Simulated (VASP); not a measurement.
# SrO: what each functional gives, and what it costs

Wanted: bands and gap of SrO from one functional after another. The levels: LDA, PBE, r2SCAN, TB-mBJ, BLYP, LAK, HSE06, HSE03, r2SCAN-EpsX, PBE-EpsX, r2SCAN0 and PBE + SOC. LASPH is on for some levels and off for others; the table marks which. The start is a cell from a database of measured crystal structures.

Method: LDA; plane waves and PAW (Sr_sv, O), in the first sound run; inputs show where later runs differ, in VASP 6.6.1.

Report form: the programs' logs are mostly left out.

The database entry behind the starting cell differs from later determinations by our own check (about 0.5 % short), so it need not match the best structure at ambient conditions.

**1. The starting structure**

Symmetry: Fm-3m, No. 225, cubic system. The conventional cell has a = 5.133 Å, b = 5.133 Å, c = 5.133 Å, α = 90.00°, β = 90.00°, γ = 90.00°. Sr has 6 O at 2.57 Å nearest. O has 6 Sr at 2.57 Å nearest. Farther neighbours and most contacts between anions are not listed.

Structure file:

```cif
data_structure
_symmetry_space_group_name_H-M 'Fm-3m'
_symmetry_Int_Tables_number 225
_cell_length_a 5.1326
_cell_length_b 5.1326
_cell_length_c 5.1326
_cell_angle_alpha 90.000
_cell_angle_beta 90.000
_cell_angle_gamma 90.000
_cell_volume 135.21
loop_
_atom_site_label
_atom_site_type_symbol
_atom_site_symmetry_multiplicity
_atom_site_Wyckoff_symbol
_atom_site_fract_x
_atom_site_fract_y
_atom_site_fract_z
_atom_site_occupancy
Sr1 Sr 4 b 0.50000 0.00000 0.00000 1
O1 O 4 a 0.00000 0.00000 0.00000 1
```

**2. Bands with LDA, k 5×5×5**

The mesh alone shows little of the dispersion and can miss band extrema, so KPOINTS_OPT adds a path through the symmetry points after the self-consistent cycle. LDA, the lowest rung, knows the local density alone.

INCAR reads:

```
SYSTEM = SrO
PREC = Accurate
ENCUT = 520
EDIFF = 1E-06
NELM = 100
ISMEAR = 0
SIGMA = 0.02
LREAL = .FALSE.
ALGO = Normal
GGA = CA
NBANDS = 20
LORBIT = 11
LWAVE = .FALSE.
LCHARG = .FALSE.
KPAR = 4
```

POSCAR reads:

```
SrO
1.0
    0.0000000000      2.5663000000      2.5663000000
    2.5663000000      0.0000000000      2.5663000000
    2.5663000000      2.5663000000      0.0000000000
Sr O
1 1
Direct
    0.5000000000      0.5000000000      0.5000000000
    0.0000000000      0.0000000000      0.0000000000
```

KPOINTS reads:

```
Automatic mesh
0
Gamma
5 5 5
0 0 0
```

KPOINTS_OPT reads:

```
Line mode
16
Line-mode
Reciprocal
  0.00000000   0.00000000   0.00000000 GAMMA
  0.50000000   0.00000000   0.50000000 X

  0.50000000   0.00000000   0.50000000 X
  0.50000000   0.25000000   0.75000000 W

  0.50000000   0.25000000   0.75000000 W
  0.37500000   0.37500000   0.75000000 K

  0.37500000   0.37500000   0.75000000 K
  0.00000000   0.00000000   0.00000000 GAMMA

  0.00000000   0.00000000   0.00000000 GAMMA
  0.50000000   0.50000000   0.50000000 L

  0.50000000   0.50000000   0.50000000 L
  0.62500000   0.25000000   0.62500000 U

  0.62500000   0.25000000   0.62500000 U
  0.50000000   0.25000000   0.75000000 W

  0.50000000   0.25000000   0.75000000 W
  0.50000000   0.50000000   0.50000000 L

  0.50000000   0.50000000   0.50000000 L
  0.37500000   0.37500000   0.75000000 K

  0.62500000   0.25000000   0.62500000 U
  0.50000000   0.00000000   0.50000000 X
```

Potentials, in the order of the species: Sr_sv and O (PBE family, release 64).

On the command line:

```bash
$ mpirun -np 4 vasp_std
```

The job ended after 40 s (4 MPI ranks of AMD EPYC 7R43, shared host; peak memory 0.49 GiB; 2.6 min of CPU time).

The PAW data sets were made with PBE, though LDA sets exist; this is a small mismatch. At this level the cell is under a tension of 3.1 GPa, so at these settings it is away from equilibrium.

This step gave:

```yaml
scf_cycles: 13
electrons: 16
bands: 20
irreducible_k_points: 10
symmetry_operations: 48
free_energy_toten: -13.45 eV
fermi_energy: 1.486 eV
pressure: -3.067 GPa
metallic: no
least_gap_on_mesh_and_path: 3.093 eV
least_direct_gap_on_mesh_and_path: 3.173 eV
valence_top_at_k: 0, 0, 0
conduction_bottom_at_k: 0.5, 0, 0.5
least_direct_gap_at_k: 0.5, 0, 0.5
```

Electronic bands along the path, in eV, zero at the valence-band top; v1 is the highest filled band, c1 the lowest empty one:

```
          point     v3     v2     v1    c1    c2     c3     c4
              Γ   0.00   0.00   0.00  3.84  6.12   6.12   6.12
0.47 of the way  -1.37  -0.14  -0.14  4.38  5.68   8.20   8.20
              X  -0.42  -0.08  -0.08  3.09  7.80  10.22  10.23
0.47 of the way  -0.59  -0.44  -0.24  3.84  8.24   8.46  10.69
              W  -1.16  -0.44  -0.44  5.91  5.91   8.66  11.21
0.53 of the way  -1.08  -0.50  -0.46  4.94  7.17   8.70  10.73
              K  -0.98  -0.59  -0.47  4.65  7.82   8.77  10.20
0.53 of the way  -1.50  -0.88  -0.29  5.65  6.18   7.19   8.18
              Γ   0.00   0.00   0.00  3.84  6.12   6.12   6.12
0.47 of the way  -1.22  -0.58  -0.58  5.80  5.95   7.14   7.14
              L  -2.26  -1.17  -1.17  6.47  8.31   8.84   8.84
0.47 of the way  -1.80  -1.00  -0.90  6.22  7.12   9.15   9.45
              U  -0.98  -0.59  -0.47  4.65  7.82   8.77  10.20
0.47 of the way  -1.08  -0.50  -0.46  4.94  7.17   8.70  10.73
              W  -1.16  -0.44  -0.44  5.91  5.91   8.66  11.21
0.47 of the way  -1.57  -0.85  -0.76  6.24  6.53   9.26   9.61
              L  -2.26  -1.17  -1.17  6.47  8.31   8.84   8.84
0.47 of the way  -1.80  -1.00  -0.90  6.22  7.12   9.15   9.45
              K  -0.98  -0.59  -0.47  4.65  7.82   8.77  10.20
      jump to U  -0.98  -0.59  -0.47  4.65  7.82   8.77  10.20
0.47 of the way  -0.43  -0.41  -0.25  3.59  8.16   9.01  10.52
              X  -0.42  -0.08  -0.08  3.09  7.80  10.22  10.23
```

Of the projections kept (Sr, O), the largest for each band there; the rest of the weight can lie on other orbitals:

```
point      v3      v2      v1       c1       c2       c3       c4
    Γ  O 0.97  O 0.97  O 0.97  Sr 0.61  Sr 1.00  Sr 1.00  Sr 1.00
    X  O 0.83  O 0.93  O 0.93  Sr 1.00  Sr 0.81   O 0.53  Sr 1.00
    W  O 0.89  O 0.84  O 0.84  Sr 0.77  Sr 0.77  Sr 0.87  Sr 1.00
    K  O 0.86  O 0.89  O 0.83  Sr 0.81  Sr 0.70  Sr 0.82  Sr 1.00
    Γ  O 0.97  O 0.97  O 0.97  Sr 0.61  Sr 1.00  Sr 1.00  Sr 1.00
    L  O 0.81  O 0.86  O 0.86  Sr 0.50  Sr 0.88  Sr 0.85  Sr 0.85
```

The gap is 3.09 eV, indirect, from Γ to X.

**3. Bands with PBE, k 5×5×5**

This step: PBE; plane waves and PAW (Sr_sv, O) (VASP 6.6.1).

PBE, the usual starting point, adds the gradient of the density.

Changes to INCAR since step 2:

```diff
@@ -9,3 +9,3 @@
 ALGO = Normal
-GGA = CA
+GGA = PE
 NBANDS = 20
```

POSCAR is that of step 2.

KPOINTS is that of step 2.

KPOINTS_OPT is that of step 2.

On the command line:

```bash
$ mpirun -np 4 vasp_std
```

The job ended after 30 s (4 MPI ranks; peak memory 0.54 GiB; 1.9 min of CPU time).

At this level the cell is under a pressure of 3.9 GPa, so at these settings it is away from equilibrium.

Numbers from this step:

```
free energy (TOTEN)               : -12.04 eV
Fermi energy                      : 1.922 eV
pressure                          : 3.932 GPa
least gap on mesh and path        : 3.260 eV
least direct gap on mesh and path : 3.345 eV
```

Electronic bands along the path, in eV, zero at the valence-band top; v1 is the highest filled band, c1 the lowest empty one:

```
          point     v3     v2     v1    c1    c2     c3     c4
              Γ   0.00   0.00   0.00  4.02  6.22   6.22   6.22
0.47 of the way  -1.34  -0.14  -0.14  4.53  5.85   8.26   8.26
              X  -0.42  -0.08  -0.08  3.26  7.84  10.21  10.43
0.47 of the way  -0.58  -0.45  -0.24  3.99  8.27   8.57  10.67
              W  -1.13  -0.43  -0.43  6.04  6.04   8.66  11.15
0.53 of the way  -1.05  -0.49  -0.46  5.08  7.28   8.72  10.70
              K  -0.96  -0.58  -0.47  4.79  7.94   8.78  10.19
0.53 of the way  -1.45  -0.86  -0.28  5.78  6.34   7.28   8.24
              Γ   0.00   0.00   0.00  4.02  6.22   6.22   6.22
0.47 of the way  -1.17  -0.57  -0.57  5.94  6.10   7.23   7.23
              L  -2.18  -1.15  -1.15  6.58  8.50   8.88   8.88
0.47 of the way  -1.74  -0.98  -0.88  6.34  7.25   9.18   9.50
              U  -0.96  -0.58  -0.47  4.79  7.94   8.78  10.19
0.47 of the way  -1.05  -0.49  -0.46  5.08  7.28   8.72  10.70
              W  -1.13  -0.43  -0.43  6.04  6.04   8.66  11.15
0.47 of the way  -1.53  -0.83  -0.75  6.36  6.66   9.29   9.63
              L  -2.18  -1.15  -1.15  6.58  8.50   8.88   8.88
0.47 of the way  -1.74  -0.98  -0.88  6.34  7.25   9.18   9.50
              K  -0.96  -0.58  -0.47  4.79  7.94   8.78  10.19
      jump to U  -0.96  -0.58  -0.47  4.79  7.94   8.78  10.19
0.47 of the way  -0.44  -0.40  -0.25  3.75  8.19   9.13  10.50
              X  -0.42  -0.08  -0.08  3.26  7.84  10.21  10.43
```

Of the projections kept (Sr, O), the largest for each band there; the rest of the weight can lie on other orbitals:

```
point      v3      v2      v1       c1       c2       c3       c4
    Γ  O 0.98  O 0.98  O 0.98  Sr 0.62  Sr 1.00  Sr 1.00  Sr 1.00
    X  O 0.84  O 0.93  O 0.93  Sr 1.00  Sr 0.82  Sr 1.00   O 0.54
    W  O 0.89  O 0.85  O 0.85  Sr 0.78  Sr 0.78  Sr 0.87  Sr 1.00
    K  O 0.86  O 0.89  O 0.84  Sr 0.82  Sr 0.72  Sr 0.82  Sr 1.00
    Γ  O 0.98  O 0.98  O 0.98  Sr 0.62  Sr 1.00  Sr 1.00  Sr 1.00
    L  O 0.82  O 0.86  O 0.86  Sr 0.52  Sr 0.88  Sr 0.86  Sr 0.86
```

The gap is 3.26 eV, indirect, from Γ to X. Against LDA that is +0.17 eV; this run took 0.75 times the core time.

**4. Bands with r2SCAN, k 5×5×5**

This step: r2SCAN; plane waves and PAW (Sr_sv, O) (VASP 6.6.1).

r2SCAN adds the kinetic-energy density, costs more than a GGA and is run with LASPH.

Changes to INCAR since step 3:

```diff
@@ -9,3 +9,4 @@
 ALGO = Normal
-GGA = PE
+METAGGA = R2SCAN
+LASPH = .TRUE.
 NBANDS = 20
```

POSCAR is that of step 3.

KPOINTS is that of step 3.

KPOINTS_OPT is that of step 3.

On the command line:

```bash
$ mpirun -np 4 vasp_std
```

Run time: 2.6 min. Hardware: 4 MPI ranks; peak memory 0.52 GiB.

The PAW data sets were made with PBE, which is usual practice but a small mismatch for other functionals. At this level the cell is under a pressure of 2.1 GPa, so at these settings it is away from equilibrium.

The electronic bands at the labelled points (eV, zero at the valence-band top; v1 is the highest filled band, c1 the lowest empty one):

```
          point     v3     v2     v1    c1    c2     c3     c4
              Γ   0.00   0.00   0.00  4.70  6.79   6.79   6.79
0.47 of the way  -1.32  -0.14  -0.14  5.04  6.54   8.88   8.88
              X  -0.42  -0.08  -0.08  3.74  8.56  10.96  11.17
0.47 of the way  -0.57  -0.44  -0.23  4.47  8.99   9.19  11.43
              W  -1.12  -0.42  -0.42  6.57  6.57   9.37  11.77
0.53 of the way  -1.03  -0.48  -0.45  5.59  7.86   9.42  11.33
              K  -0.93  -0.57  -0.46  5.29  8.54   9.49  10.81
0.53 of the way  -1.42  -0.85  -0.27  6.31  7.01   7.87   8.88
              Γ   0.00   0.00   0.00  4.70  6.79   6.79   6.79
0.47 of the way  -1.13  -0.56  -0.56  6.52  6.73   7.82   7.82
              L  -2.13  -1.14  -1.14  7.14  9.13   9.52   9.52
0.47 of the way  -1.70  -0.97  -0.87  6.88  7.82   9.82  10.21
              U  -0.93  -0.57  -0.46  5.29  8.54   9.49  10.81
0.47 of the way  -1.03  -0.48  -0.45  5.59  7.86   9.42  11.33
              W  -1.12  -0.42  -0.42  6.57  6.57   9.37  11.77
0.47 of the way  -1.49  -0.82  -0.74  6.90  7.22  10.00  10.28
              L  -2.13  -1.14  -1.14  7.14  9.13   9.52   9.52
0.47 of the way  -1.70  -0.97  -0.87  6.88  7.82   9.82  10.21
              K  -0.93  -0.57  -0.46  5.29  8.54   9.49  10.81
      jump to U  -0.93  -0.57  -0.46  5.29  8.54   9.49  10.81
0.47 of the way  -0.43  -0.39  -0.25  4.23  8.91   9.77  11.26
              X  -0.42  -0.08  -0.08  3.74  8.56  10.96  11.17
```

Of the projections kept (Sr, O), the largest for each band there; the rest of the weight can lie on other orbitals:

```
point      v3      v2      v1       c1       c2       c3       c4
    Γ  O 0.98  O 0.98  O 0.98  Sr 0.62  Sr 1.00  Sr 1.00  Sr 1.00
    X  O 0.85  O 0.93  O 0.93  Sr 1.00  Sr 0.83  Sr 1.00   O 0.55
    W  O 0.90  O 0.86  O 0.86  Sr 0.79  Sr 0.79  Sr 0.88  Sr 1.00
    K  O 0.87  O 0.90  O 0.85  Sr 0.83  Sr 0.73  Sr 0.83  Sr 1.00
    Γ  O 0.98  O 0.98  O 0.98  Sr 0.62  Sr 1.00  Sr 1.00  Sr 1.00
    L  O 0.83  O 0.87  O 0.87  Sr 0.54  Sr 0.87  Sr 0.87  Sr 0.87
```

The gap is 3.74 eV, indirect, from Γ to X. Against LDA that is +0.65 eV; this run took 4.0 times the core time.

**5. Bands with TB-mBJ, k 5×5×5**

This step: TB-mBJ; plane waves and PAW (Sr_sv, O) (VASP 6.6.1).

TB-mBJ is a local potential fitted to gaps: it costs far less than a hybrid but gives no energy.

Changes to INCAR since step 4:

```diff
@@ -4,3 +4,3 @@
 EDIFF = 1E-06
-NELM = 100
+NELM = 150
 ISMEAR = 0
@@ -9,3 +9,3 @@
 ALGO = Normal
-METAGGA = R2SCAN
+METAGGA = MBJ
 LASPH = .TRUE.
```

POSCAR is that of step 4.

KPOINTS is that of step 4.

KPOINTS_OPT is that of step 4.

On the command line:

```bash
$ mpirun -np 4 vasp_std
```

The job ended after 2.2 min (4 MPI ranks; peak memory 0.48 GiB).

EDIFF was not reached within NELM cycles, so the run counts as unconverged.

**6. Bands with BLYP, k 5×5×5**

This step: BLYP; plane waves and PAW (Sr_sv, O) (VASP 6.6.1).

BLYP comes from molecular chemistry and underbinds dense solids.

INCAR reads:

```
SYSTEM = SrO
PREC = Accurate
ENCUT = 520
EDIFF = 1E-06
NELM = 100
ISMEAR = 0
SIGMA = 0.02
LREAL = .FALSE.
ALGO = Normal
GGA = B5
ALDAX = 1
AGGAX = 1
AGGAC = 1
ALDAC = 0
NBANDS = 20
LORBIT = 11
LWAVE = .FALSE.
LCHARG = .FALSE.
KPAR = 4
```

POSCAR is that of step 5.

KPOINTS is that of step 5.

KPOINTS_OPT is that of step 5.

On the command line:

```bash
$ mpirun -np 4 vasp_std
```

Wall time 31 s (4 MPI ranks); peak memory 0.53 GiB; 1.9 min of CPU time.

At this level the cell is under a pressure of 6.9 GPa, so at these settings it is away from equilibrium.

The electronic bands at the labelled points (eV, zero at the valence-band top; v1 is the highest filled band, c1 the lowest empty one):

```
          point     v3     v2     v1    c1    c2     c3     c4
              Γ   0.00   0.00   0.00  4.26  6.23   6.23   6.23
0.47 of the way  -1.31  -0.14  -0.14  4.62  6.04   8.24   8.24
              X  -0.40  -0.08  -0.08  3.39  7.88  10.16  10.73
0.47 of the way  -0.57  -0.42  -0.23  4.11  8.30   8.68  10.62
              W  -1.12  -0.41  -0.41  6.14  6.14   8.67  11.04
0.53 of the way  -1.03  -0.48  -0.44  5.19  7.39   8.73  10.62
              K  -0.93  -0.57  -0.44  4.90  8.06   8.80  10.12
0.53 of the way  -1.42  -0.85  -0.28  5.88  6.53   7.27   8.23
              Γ   0.00   0.00   0.00  4.26  6.23   6.23   6.23
0.47 of the way  -1.13  -0.57  -0.57  6.05  6.28   7.22   7.22
              L  -2.12  -1.14  -1.14  6.66  8.81   8.84   8.84
0.47 of the way  -1.70  -0.97  -0.87  6.43  7.38   9.14   9.55
              U  -0.93  -0.57  -0.44  4.90  8.06   8.80  10.12
0.47 of the way  -1.03  -0.48  -0.44  5.19  7.39   8.73  10.62
              W  -1.12  -0.41  -0.41  6.14  6.14   8.67  11.04
0.47 of the way  -1.49  -0.82  -0.74  6.45  6.78   9.32   9.59
              L  -2.12  -1.14  -1.14  6.66  8.81   8.84   8.84
0.47 of the way  -1.70  -0.97  -0.87  6.43  7.38   9.14   9.55
              K  -0.93  -0.57  -0.44  4.90  8.06   8.80  10.12
      jump to U  -0.93  -0.57  -0.44  4.90  8.06   8.80  10.12
0.47 of the way  -0.41  -0.39  -0.25  3.87  8.22   9.26  10.46
              X  -0.40  -0.08  -0.08  3.39  7.88  10.16  10.73
```

Of the projections kept (Sr, O), the largest for each band there; the rest of the weight can lie on other orbitals:

```
point      v3      v2      v1       c1       c2       c3       c4
    Γ  O 0.98  O 0.98  O 0.98  Sr 0.62  Sr 1.00  Sr 1.00  Sr 1.00
    X  O 0.84  O 0.93  O 0.93  Sr 1.00  Sr 0.83  Sr 1.00   O 0.52
    W  O 0.89  O 0.85  O 0.85  Sr 0.80  Sr 0.80  Sr 0.87  Sr 1.00
    K  O 0.87  O 0.89  O 0.84  Sr 0.83  Sr 0.74  Sr 0.83  Sr 1.00
    Γ  O 0.98  O 0.98  O 0.98  Sr 0.62  Sr 1.00  Sr 1.00  Sr 1.00
    L  O 0.82  O 0.86  O 0.86  Sr 0.54  Sr 0.88  Sr 0.86  Sr 0.86
```

The gap is 3.39 eV, indirect, from Γ to X. Against LDA that is +0.30 eV; this run took 0.78 times the core time.

**7. Bands with LAK, k 5×5×5**

This step: LAK; plane waves and PAW (Sr_sv, O) (VASP 6.6.1).

LAK is a meta-GGA built to open gaps without exact exchange.

Changes to INCAR since step 6:

```diff
@@ -9,7 +9,4 @@
 ALGO = Normal
-GGA = B5
-ALDAX = 1
-AGGAX = 1
-AGGAC = 1
-ALDAC = 0
+METAGGA = LAK
+LASPH = .TRUE.
 NBANDS = 20
```

POSCAR is that of step 6.

KPOINTS is that of step 6.

KPOINTS_OPT is that of step 6.

On the command line:

```bash
$ mpirun -np 4 vasp_std
```

Wall time 2.2 min (4 MPI ranks); peak memory 0.52 GiB; 8.9 min of CPU time.

At this level the cell is under a pressure of 4.5 GPa, so at these settings it is away from equilibrium.

Electronic bands along the path, in eV, zero at the valence-band top; v1 is the highest filled band, c1 the lowest empty one:

```
          point     v3     v2     v1    c1    c2     c3     c4
              Γ   0.00   0.00   0.00  4.96  6.82   6.82   6.82
0.47 of the way  -1.28  -0.13  -0.13  5.12  6.77   8.88   8.88
              X  -0.41  -0.08  -0.08  3.83  8.69  11.02  11.40
0.47 of the way  -0.56  -0.43  -0.22  4.56  9.10   9.27  11.49
              W  -1.10  -0.41  -0.41  6.65  6.65   9.46  11.70
0.53 of the way  -1.00  -0.47  -0.44  5.67  7.94   9.52  11.28
              K  -0.91  -0.57  -0.45  5.37  8.62   9.59  10.77
0.53 of the way  -1.37  -0.84  -0.27  6.39  7.23   7.88   8.90
              Γ   0.00   0.00   0.00  4.96  6.82   6.82   6.82
0.47 of the way  -1.08  -0.55  -0.55  6.60  6.95   7.84   7.84
              L  -2.06  -1.12  -1.12  7.21  9.35   9.51   9.51
0.47 of the way  -1.64  -0.96  -0.86  6.96  7.92   9.81  10.32
              U  -0.91  -0.57  -0.45  5.37  8.62   9.59  10.77
0.47 of the way  -1.00  -0.47  -0.44  5.67  7.94   9.52  11.28
              W  -1.10  -0.41  -0.41  6.65  6.65   9.46  11.70
0.47 of the way  -1.45  -0.81  -0.73  6.98  7.31  10.10  10.26
              L  -2.06  -1.12  -1.12  7.21  9.35   9.51   9.51
0.47 of the way  -1.64  -0.96  -0.86  6.96  7.92   9.81  10.32
              K  -0.91  -0.57  -0.45  5.37  8.62   9.59  10.77
      jump to U  -0.91  -0.57  -0.45  5.37  8.62   9.59  10.77
0.47 of the way  -0.42  -0.38  -0.25  4.32  9.02   9.87  11.32
              X  -0.41  -0.08  -0.08  3.83  8.69  11.02  11.40
```

Of the projections kept (Sr, O), the largest for each band there; the rest of the weight can lie on other orbitals:

```
point      v3      v2      v1       c1       c2       c3       c4
    Γ  O 0.98  O 0.98  O 0.98  Sr 0.63  Sr 1.00  Sr 1.00  Sr 1.00
    X  O 0.85  O 0.94  O 0.94  Sr 1.00  Sr 0.84  Sr 1.00   O 0.55
    W  O 0.90  O 0.87  O 0.87  Sr 0.80  Sr 0.80  Sr 0.88  Sr 1.00
    K  O 0.88  O 0.90  O 0.86  Sr 0.84  Sr 0.75  Sr 0.84  Sr 1.00
    Γ  O 0.98  O 0.98  O 0.98  Sr 0.63  Sr 1.00  Sr 1.00  Sr 1.00
    L  O 0.84  O 0.87  O 0.87  Sr 0.56  Sr 0.88  Sr 0.88  Sr 0.88
```

The gap is 3.83 eV, indirect, from Γ to X. Against LDA that is +0.74 eV; this run took 3.4 times the core time.

**8. Starting orbitals for the hybrid**

This step: PBE; plane waves and PAW (Sr_sv, O) (VASP 6.6.1).

A hybrid converges badly from random orbitals, so a cheap semilocal run writes a WAVECAR on the same mesh first.

INCAR reads:

```
SYSTEM = SrO
PREC = Accurate
ENCUT = 520
EDIFF = 1E-05
NELM = 100
ISMEAR = 0
SIGMA = 0.02
LREAL = .FALSE.
ALGO = Normal
GGA = PE
NBANDS = 14
LORBIT = 11
LWAVE = .TRUE.
LCHARG = .FALSE.
KPAR = 4
```

POSCAR is that of step 7.

KPOINTS is that of step 7.

On the command line:

```bash
$ mpirun -np 4 vasp_std
```

Wall time 4.4 s (4 MPI ranks); peak memory 0.5 GiB.

The gap is read on the k-mesh alone, so it is an upper bound where the band edges lie off the mesh.

A gap read on the k-mesh alone can miss the band edges.

This step gave:

| Item | Value |
| --- | --- |
| SCF cycles | 12 |
| bands | 14 |
| free energy (TOTEN) | -12.04 eV |
| Fermi energy | 1.904 eV |
| pressure | 3.920 GPa |
| conduction bottom at k | 0.4, 0.4, 0 |
| least direct gap at k | 0.4, 0.4, 0 |
| gap on the k-mesh | 3.446 eV |
| least direct gap on the k-mesh | 3.554 eV |

(Part 1 of 3 ends here.)

[Lines on the potential files, build, host, timing and source positions are cut from VASP's logs without a mark.]

[Logs are printed without paths, hosts, clocks, repeated set-up lines and the standing remarks that a program may print on its own settings, such as how far it seeks lower states.]

[Hosts, paths, dates, database ids (printed as entryN), source tags and the programs' standing remarks are cut or masked in the printed files.]

[A measured line is paired with the nearest computed mode of its activity, which favours agreement.]
